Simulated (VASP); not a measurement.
A convergence study with VASP on MgS (rock salt): a few settings are varied, all else stays as given below, so the limit is that of these other settings.

```yaml
crystal:
  lattice:
    - [0.00000, 2.60000, 2.60000]
    - [2.60000, 0.00000, 2.60000]
    - [2.60000, 2.60000, 0.00000]
  atoms:
    - { symbol: Mg, position: [0.00000, 0.00000, 0.00000] }
    - { symbol: S, position: [0.50000, 0.50000, 0.50000] }
```

All values below come from PBE GGA, VASP's PBE PAW potentials (set 64) (plane waves; VASP 6.6.1). The last row used: 550 eV cut-off, 16×16×16 Γ-centred mesh, second-order Methfessel-Paxton smearing of 0.40 eV, potentials Mg S.

Gaps are read on the run's mesh, which can miss a band edge.

```json
[
 {"setting": "ISMEAR = -1, SIGMA = 0.01, 5×5×5 mesh", "E (eV/atom)": "-4.2453", "pressure (GPa)": "1.12", "gap on the mesh (eV)": "3.188", "irreducible k-points": "10"},
 {"setting": "ISMEAR = -1, SIGMA = 0.1, 5×5×5 mesh", "E (eV/atom)": "-4.2453", "pressure (GPa)": "1.12", "gap on the mesh (eV)": "3.188", "irreducible k-points": "10"},
 {"setting": "ISMEAR = 0, SIGMA = 0.01, 5×5×5 mesh", "E (eV/atom)": "-4.2453", "pressure (GPa)": "1.12", "gap on the mesh (eV)": "3.188", "irreducible k-points": "10"},
 {"setting": "ISMEAR = 0, SIGMA = 0.2, 5×5×5 mesh", "E (eV/atom)": "-4.2453", "pressure (GPa)": "1.12", "gap on the mesh (eV)": "3.188", "irreducible k-points": "10"},
 {"setting": "ISMEAR = 1, SIGMA = 0.05, 5×5×5 mesh", "E (eV/atom)": "-4.2453", "pressure (GPa)": "1.12", "gap on the mesh (eV)": "3.188", "irreducible k-points": "10"},
 {"setting": "ISMEAR = 1, SIGMA = 0.2, 5×5×5 mesh", "E (eV/atom)": "-4.2453", "pressure (GPa)": "1.10", "gap on the mesh (eV)": "3.188", "irreducible k-points": "10"},
 {"setting": "ISMEAR = 2, SIGMA = 0.05, 5×5×5 mesh", "E (eV/atom)": "-4.2453", "pressure (GPa)": "1.12", "gap on the mesh (eV)": "3.188", "irreducible k-points": "10"},
 {"setting": "ISMEAR = 2, SIGMA = 0.2, 5×5×5 mesh", "E (eV/atom)": "-4.2452", "pressure (GPa)": "1.12", "gap on the mesh (eV)": "3.188", "irreducible k-points": "10"},
 {"setting": "ISMEAR = -1, SIGMA = 0.01, 10×10×10 mesh", "E (eV/atom)": "-4.2509", "pressure (GPa)": "1.02", "gap on the mesh (eV)": "2.780", "irreducible k-points": "47"},
 {"setting": "ISMEAR = -1, SIGMA = 0.2, 10×10×10 mesh", "E (eV/atom)": "-4.2509", "pressure (GPa)": "1.02", "gap on the mesh (eV)": "2.780", "irreducible k-points": "47"},
 {"setting": "ISMEAR = 0, SIGMA = 0.01, 10×10×10 mesh", "E (eV/atom)": "-4.2509", "pressure (GPa)": "1.02", "gap on the mesh (eV)": "2.780", "irreducible k-points": "47"},
 {"setting": "ISMEAR = 0, SIGMA = 0.4, 10×10×10 mesh", "E (eV/atom)": "-4.2509", "pressure (GPa)": "1.02", "gap on the mesh (eV)": "2.780", "irreducible k-points": "47"},
 {"setting": "ISMEAR = 1, SIGMA = 0.05, 10×10×10 mesh", "E (eV/atom)": "-4.2509", "pressure (GPa)": "1.02", "gap on the mesh (eV)": "2.780", "irreducible k-points": "47"},
 {"setting": "ISMEAR = 1, SIGMA = 0.4, 10×10×10 mesh", "E (eV/atom)": "-4.2509", "pressure (GPa)": "0.96", "gap on the mesh (eV)": "2.781", "irreducible k-points": "47"},
 {"setting": "ISMEAR = 2, SIGMA = 0.05, 10×10×10 mesh", "E (eV/atom)": "-4.2509", "pressure (GPa)": "1.02", "gap on the mesh (eV)": "2.780", "irreducible k-points": "47"},
 {"setting": "ISMEAR = 2, SIGMA = 0.4, 10×10×10 mesh", "E (eV/atom)": "-4.2508", "pressure (GPa)": "1.00", "gap on the mesh (eV)": "2.780", "irreducible k-points": "47"},
 {"setting": "ISMEAR = -1, SIGMA = 0.05, 16×16×16 mesh", "E (eV/atom)": "-4.2509", "pressure (GPa)": "1.02", "gap on the mesh (eV)": "2.780", "irreducible k-points": "145"},
 {"setting": "ISMEAR = -1, SIGMA = 0.2, 16×16×16 mesh", "E (eV/atom)": "-4.2509", "pressure (GPa)": "1.02", "gap on the mesh (eV)": "2.780", "irreducible k-points": "145"},
 {"setting": "ISMEAR = 0, SIGMA = 0.1, 16×16×16 mesh", "E (eV/atom)": "-4.2509", "pressure (GPa)": "1.02", "gap on the mesh (eV)": "2.780", "irreducible k-points": "145"},
 {"setting": "ISMEAR = 0, SIGMA = 0.4, 16×16×16 mesh", "E (eV/atom)": "-4.2509", "pressure (GPa)": "1.02", "gap on the mesh (eV)": "2.780", "irreducible k-points": "145"},
 {"setting": "ISMEAR = 1, SIGMA = 0.1, 16×16×16 mesh", "E (eV/atom)": "-4.2509", "pressure (GPa)": "1.02", "gap on the mesh (eV)": "2.780", "irreducible k-points": "145"},
 {"setting": "ISMEAR = 1, SIGMA = 0.4, 16×16×16 mesh", "E (eV/atom)": "-4.2508", "pressure (GPa)": "0.97", "gap on the mesh (eV)": "2.781", "irreducible k-points": "145"},
 {"setting": "ISMEAR = 2, SIGMA = 0.1, 16×16×16 mesh", "E (eV/atom)": "-4.2509", "pressure (GPa)": "1.02", "gap on the mesh (eV)": "2.780", "irreducible k-points": "145"},
 {"setting": "ISMEAR = 2, SIGMA = 0.4, 16×16×16 mesh", "E (eV/atom)": "-4.2507", "pressure (GPa)": "1.00", "gap on the mesh (eV)": "2.780", "irreducible k-points": "145"}
]
```

Left out are rungs that failed or repeat a setting and relaxations that didn't move; long series are thinned to 24 rows.

The compound is MgS in the rock salt structure. The cell was not relaxed at this level.
